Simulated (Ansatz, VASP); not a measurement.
# Rb2Re in two plane-wave programs, part 2 of 2

Aim: how closely do two programs agree when they are given the same cell, functional and k mesh? The cell is generated by rule, not measured, and may not be a known phase. The cell is taken from a series of VASP runs on this material, whose earlier steps may have relaxed, scaled or displaced it; both programs get it as it stands.

VASP 6.6.1 and Ansatz 0.2.0.

So far: The starting structure; Ansatz: relaxation of cell and atoms, r2SCAN.

### 3. VASP: relaxation of cell and atoms, r2SCAN

Level of this step: r2SCAN; plane waves and PAW (Rb_sv, Re); invented cell (VASP).

The same cell, functional, mesh and smearing now go to VASP, with its own data sets and cutoff.

Lines of VASP's logs that name or quote its potential files are left out, and so is its time.

INCAR

```
SYSTEM = Rb2Re
PREC = Accurate
ENCUT = 350
EDIFF = 1E-08
NELM = 120
ISMEAR = 1
SIGMA = 0.2
LREAL = .FALSE.
ALGO = Normal
METAGGA = R2SCAN
LASPH = .TRUE.
NBANDS = 18
LORBIT = 11
LWAVE = .FALSE.
LCHARG = .FALSE.
KPAR = 4
IBRION = 1
NSW = 30
ISIF = 3
EDIFFG = -0.002
POTIM = 0.4
```

POSCAR

```
Rb2Re
1.0
    0.0000000000      4.0507430374      4.0507430374
    4.0507430374      0.0000000000      4.0507430374
    4.0507430374      4.0507430374      0.0000000000
Rb Re
2 1
Direct
    0.2500000000      0.2500000000      0.2500000000
    0.7500000000      0.7500000000      0.7500000000
    0.0000000000      0.0000000000      0.0000000000
```

KPOINTS

```
Automatic mesh
0
Gamma
7 7 7
0 0 0
```

PAW data sets: Rb_sv and Re (PBE family, release 64).

Started as:

```
mpirun -np 4 vasp_std
```

Numbers of over 12 decimals in the logs are rounded to 6 here.

What it wrote:

```text
[banner, memory and clock lines left out]
running    4 mpi-ranks, on    1 nodes
 distrk:  each k-point on    1 cores,    4 groups
 distr:  one band on    1 cores,    1 groups

 POSCAR found type information on POSCAR RbRe
 POSCAR found :  2 types and       3 ions
|                                                                             |
|               ----> ADVICE to this user running VASP <----                  |
|                                                                             |
|     You enforced a specific xc type in the INCAR file but a different       |
|     [... a line on the potential file left out ...]
|     I HOPE YOU KNOW WHAT YOU ARE DOING!                                     |
|                                                                             |

 LDA part: xc-table for (None), standard interpolation
 POSCAR, INCAR and KPOINTS ok, starting setup
 FFT: planning ... GRIDC
 FFT: planning ... GRID_SOFT
 FFT: planning ... GRID
 WAVECAR not read
 entering main loop
       N       E                     dE             d eps       ncg     rms          rms(c)
DAV:   1     0.375300766102E+02    0.37530E+02   -0.91697E+03  1102   0.964E+02
DAV:   2    -0.710749393616E+02   -0.10861E+03   -0.10625E+03  1344   0.304E+02
DAV:   3    -0.790522572650E+02   -0.79773E+01   -0.78373E+01  1216   0.658E+01
DAV:   4    -0.802468434225E+02   -0.11946E+01   -0.11903E+01  1352   0.124E+01
DAV:   5    -0.802792992309E+02   -0.32456E-01   -0.32170E-01  1040   0.257E+00    0.385E+00
DAV:   6    -0.724123549353E+02    0.78669E+01   -0.25522E+00  1320   0.859E+00    0.286E+00
DAV:   7    -0.723570345237E+02    0.55320E-01   -0.38529E-01  1096   0.491E+00    0.292E+00
DAV:   8    -0.724387989888E+02   -0.81764E-01   -0.24540E-01  1280   0.209E+00    0.198E+00
DAV:   9    -0.724789942720E+02   -0.40195E-01   -0.12469E-01  1280   0.327E+00    0.101E+00
DAV:  10    -0.725131723192E+02   -0.34178E-01   -0.66142E-02  1124   0.126E+00    0.199E-01
DAV:  11    -0.725136930409E+02   -0.52072E-03   -0.12473E-03  1200   0.355E-01    0.656E-02
DAV:  12    -0.725138013397E+02   -0.10830E-03   -0.15316E-04   932   0.116E-01    0.241E-02
DAV:  13    -0.725138183405E+02   -0.17001E-04   -0.15863E-04  1144   0.813E-02    0.109E-02
DAV:  14    -0.725138169111E+02    0.14293E-05   -0.77950E-06  1160   0.190E-02    0.819E-03
DAV:  15    -0.725138166982E+02    0.21296E-06   -0.99598E-07  1048   0.436E-03    0.469E-03
DAV:  16    -0.725138167310E+02   -0.32851E-07   -0.16229E-06   992   0.114E-02    0.121E-03
DAV:  17    -0.725138168659E+02   -0.13486E-06   -0.59982E-08   864   0.271E-03    0.492E-04
DAV:  18    -0.725138169314E+02   -0.65481E-07   -0.11425E-08   560   0.160E-03    0.427E-04
DAV:  19    -0.725138169277E+02    0.36741E-08   -0.90583E-09   496   0.237E-03
   1 F= -.72513817E+02 E0= -.72501554E+02  d E =-.725138E+02
 BRION: g(F)=  0.190E-48 g(S)=  0.870E-03
 bond charge predicted
       N       E                     dE             d eps       ncg     rms          rms(c)
DAV:   1    -0.725193361411E+02   -0.55192E-02   -0.14918E-01  1084   0.819E+00    0.456E-01
DAV:   2    -0.725156068701E+02    0.37293E-02   -0.28904E-02  1172   0.171E+00    0.229E-01
DAV:   3    -0.725147977946E+02    0.80908E-03   -0.47298E-03  1158   0.625E-01    0.883E-02
DAV:   4    -0.725145047511E+02    0.29304E-03   -0.17036E-03  1060   0.375E-01    0.466E-02
DAV:   5    -0.725145218290E+02   -0.17078E-04   -0.26410E-04  1190   0.205E-01    0.184E-02
DAV:   6    -0.725145237810E+02   -0.19521E-05   -0.34826E-05  1152   0.590E-02    0.151E-02
DAV:   7    -0.725145212448E+02    0.25362E-05   -0.12538E-05  1144   0.272E-02    0.303E-03
DAV:   8    -0.725145215237E+02   -0.27889E-06   -0.12593E-06   974   0.464E-03    0.103E-03
DAV:   9    -0.725145214677E+02    0.55990E-07   -0.11002E-07   812   0.291E-03    0.333E-04
DAV:  10    -0.725145213997E+02    0.68039E-07   -0.13213E-08   580   0.269E-03    0.171E-04
DAV:  11    -0.725145214332E+02   -0.33565E-07   -0.58677E-09   444   0.109E-03    0.141E-04
DAV:  12    -0.725145214258E+02    0.74360E-08   -0.38722E-09   426   0.252E-03
   2 F= -.72514521E+02 E0= -.72502090E+02  d E =-.704498E-03
 BRION: g(F)=  0.149E-48 g(S)=  0.337E-03 retain N=  1 mean eig= 2.66
 eig:   2.656
 bond charge predicted
       N       E                     dE             d eps       ncg     rms          rms(c)
DAV:   1    -0.725281068663E+02   -0.13585E-01   -0.40556E-01  1080   0.134E+01    0.748E-01
DAV:   2    -0.725179344490E+02    0.10172E-01   -0.78909E-02  1166   0.283E+00    0.377E-01
DAV:   3    -0.725157278346E+02    0.22066E-02   -0.13278E-02  1164   0.104E+00    0.147E-01
DAV:   4    -0.725149188347E+02    0.80900E-03   -0.47751E-03  1064   0.629E-01    0.793E-02
DAV:   5    -0.725149676203E+02   -0.48786E-04   -0.72241E-04  1168   0.328E-01    0.295E-02
DAV:   6    -0.725149796831E+02   -0.12063E-04   -0.10833E-04  1188   0.104E-01    0.245E-02
DAV:   7    -0.725149742881E+02    0.53951E-05   -0.39449E-05  1174   0.490E-02    0.502E-03
DAV:   8    -0.725149749346E+02   -0.64651E-06   -0.34846E-06   972   0.829E-03    0.151E-03
DAV:   9    -0.725149748692E+02    0.65406E-07   -0.28233E-07  1100   0.389E-03    0.462E-04
DAV:  10    -0.725149747984E+02    0.70802E-07   -0.22632E-08   686   0.110E-03    0.312E-04
DAV:  11    -0.725149747964E+02    0.19916E-08   -0.26546E-09   466   0.129E-03
   3 F= -.72514975E+02 E0= -.72502268E+02  d E =-.453371E-03
 BRION: g(F)=  0.505E-48 g(S)=  0.861E-07 retain N=  1 mean eig= 2.70
 eig:   2.700
 reached required accuracy - stopping structural energy minimisation
```

OUTCAR, selected parts (step 3):

```text
ion  position               nearest neighbor table
   1  0.250  0.250  0.250-   3 3.51   3 3.51   3 3.51   3 3.51   2 4.05   2 4.05   2 4.05   2 4.05
                             2 4.05   2 4.05
   2  0.750  0.750  0.750-   3 3.51   3 3.51   3 3.51   3 3.51   1 4.05   1 4.05   1 4.05   1 4.05
                             1 4.05   1 4.05
   3  0.000  0.000  0.000-   2 3.51   2 3.51   2 3.51   1 3.51   2 3.51   1 3.51   1 3.51   1 3.51

  LATTYP: Found a face centered cubic cell.
 ALAT       =     8.1014860748

 Subroutine GETGRP returns: Found 48 space group operations
 (whereof 48 operations were pure point group operations)

The static configuration has the point symmetry O_h .

 Found     20 irreducible k-points:

   k-points           NKPTS =     20   k-points in BZ     NKDIM =     20   number of bands    NBANDS=     18

   dimension x,y,z NGX =    36 NGY =   36 NGZ =   36
   dimension x,y,z NGXF=    72 NGYF=   72 NGZF=   72

   ENCUT  =  350.0 eV  25.72 Ry    5.07 a.u.   8.74  8.74  8.74*2*pi/ulx,y,z

   NELECT =      25.0000    total number of electrons

 k-points in reciprocal lattice and weights: Automatic mesh
   0.00000000  0.00000000  0.00000000       0.003
   0.14285714  0.00000000  0.00000000       0.023
   0.28571429  0.00000000  0.00000000       0.023
   0.42857143  0.00000000  0.00000000       0.023
   0.14285714  0.14285714  0.00000000       0.017
   0.28571429  0.14285714  0.00000000       0.070
   0.42857143  0.14285714  0.00000000       0.070
  -0.42857143  0.14285714  0.00000000       0.070
  -0.28571429  0.14285714  0.00000000       0.070
[...]
-0.42857143  0.42857143  0.14285714       0.070
  -0.28571429  0.42857143  0.14285714       0.070

 average (electrostatic) potential at core
       1 -43.7275       2 -43.7275       3 -50.7218

 E-fermi :   0.7909

 k-point     1 :       0.0000    0.0000    0.0000
  band No.  band energies     occupation
    ...
      7     -11.3946      2.00000
      8     -11.3946      2.00000
      9      -2.3808      2.00000
     10       0.3185      2.00420
     11       0.3186      2.00421
     12       0.9639     -0.00981
     13       0.9639     -0.00981
     14       0.9640     -0.00999
     15       2.7284     -0.00000
     16       2.7284     -0.00000
    ...

 k-point     2 :       0.1429    0.0000    0.0000
  band No.  band energies     occupation
    ...
      7     -11.4102      2.00000
      8     -11.4102      2.00000
      9      -2.2140      2.00000
     10       0.3373      2.00613
     11       0.3374      2.00614
     12       0.9069      0.17822
     13       0.9497      0.02303
     14       0.9497      0.02287
     15       2.3291     -0.00000
     16       2.8546     -0.00000
    ...

 k-point     3 :       0.2857    0.0000    0.0000
  band No.  band energies     occupation
    ...
      8     -11.4531      2.00000
      9      -1.7897      2.00000
     10       0.3818      2.01377
     11       0.3819      2.01379
     12       0.7868      1.03492
     13       0.9187      0.12636
     14       0.9188      0.12612
     15       1.7433     -0.00000
     16       3.1660     -0.00000
     17       3.1660     -0.00000
    ...

  Total        0.0014939      0.0014939      0.0014939      0.0000000      0.0000000      0.0000000
  in kB        0.0177314      0.0177314      0.0177314      0.0000000      0.0000000      0.0000000
  external PRESSURE =       0.0177314 kB  Pullay stress =       0.0000000 kB

  energy-cutoff  :      350.00
  volume of cell :      134.99
      direct lattice vectors                 reciprocal lattice vectors
    -0.000000000  4.071527973  4.071527973    -0.122804019  0.122804019  0.122804019
     4.071527973  0.000000000  4.071527973     0.122804019 -0.122804019  0.122804019
     4.071527973  4.071527973 -0.000000000     0.122804019  0.122804019 -0.122804019

 POSITION                                       TOTAL-FORCE (eV/Angst)
 -----------------------------------------------------------------------------------
      2.03576      2.03576      2.03576         0.000000      0.000000      0.000000
      6.10729      6.10729      6.10729        -0.000000     -0.000000     -0.000000
      0.00000     -0.00000     -0.00000        -0.000000     -0.000000     -0.000000
 -----------------------------------------------------------------------------------
    total drift:                                0.000000      0.000000      0.000000

  FREE ENERGIE OF THE ION-ELECTRON SYSTEM (eV)
  ---------------------------------------------------
  free  energy   TOTEN  =       -72.5149747964 eV

  energy  without entropy=      -72.4768552640  energy(sigma->0) =      -72.50226829

 reached required accuracy - stopping structural energy minimisation

 total charge
# of ion       s       p       d       tot
------------------------------------------
    1        1.958   5.372   0.047   7.376
    2        1.958   5.372   0.047   7.376
    3        0.671   0.016   4.825   5.513
--------------------------------------------------
tot          4.588  10.759   4.918  20.266

[... 3 further parts left out ...]
```

CONTCAR:

```
Rb2Re
   1.00000000000000
    -0.0000000000000000    4.0715279732371661    4.0715279732371661
     4.0715279732371661    0.0000000000000000    4.0715279732371661
     4.0715279732371661    4.0715279732371661   -0.0000000000000000
  Rb              Re
     2     1
Direct
     0.2500000000000000    0.2500000000000000    0.2500000000000000
     0.7500000000000000    0.7500000000000000    0.7500000000000000
    -0.0000000000000000   -0.0000000000000000    0.0000000000000000
```

This run has no spin polarisation. Its electron count is odd, so without a moment it is a metal by construction. The k-mesh is coarse for a metal. The data set Re keeps the semicore shell frozen, which is cheaper and a little less accurate.

### 4. Comparison

Known differences besides the potentials themselves: VASP keeps PBE cores, Ansatz makes them for the functional; both relaxations stop at a tolerance, which leaves soft axes loose, and VASP keeps its plane-wave basis; the data sets hold 33 valence electrons in Ansatz (default PAW (the set named soft_2) files) and 25 in VASP; the cutoff is 500 eV in Ansatz and 350 eV in VASP; Ansatz adds a Pulay correction to the stress that steers its cell, VASP none. Total energies have different zeros and are not compared.

Both answers:

| quantity | Ansatz | VASP | difference |
| --- | --- | --- | --- |
| volume (Å³) | 135.77 | 134.99 | +0.58 % |
| edge a after relaxation, in the typed setting (Å) | 5.769 | 5.758 | +0.19 % |

The walks stopped with 0.01 GPa left in Ansatz and 0.00 GPa in VASP; each walk ends within a tolerance, so the volume difference is uncertain by about these residues over the bulk modulus, most in soft cells.

### 5. Results

- difference in volume (relaxation of cell and atoms, r2SCAN): 0.58 %

The difference in volume is 0.58 % (relaxation of cell and atoms, r2SCAN), within the 1.2 % picked in this series as the mark of a large difference, as far as the stopping tolerances let one tell. Such differences can come from data sets, numerical settings and the points named under the comparisons, not from the functional's error against experiment.

[Lines on the potential files, build, host, timing and source positions are cut from VASP's logs without a mark.]

[Logs are printed without paths, hosts, clocks, repeated set-up lines and the standing remarks that a program may print on its own settings, such as how far it seeks lower states.]

[Hosts, paths, dates, database ids (printed as entryN), source tags and the programs' standing remarks are cut or masked in the printed files.]
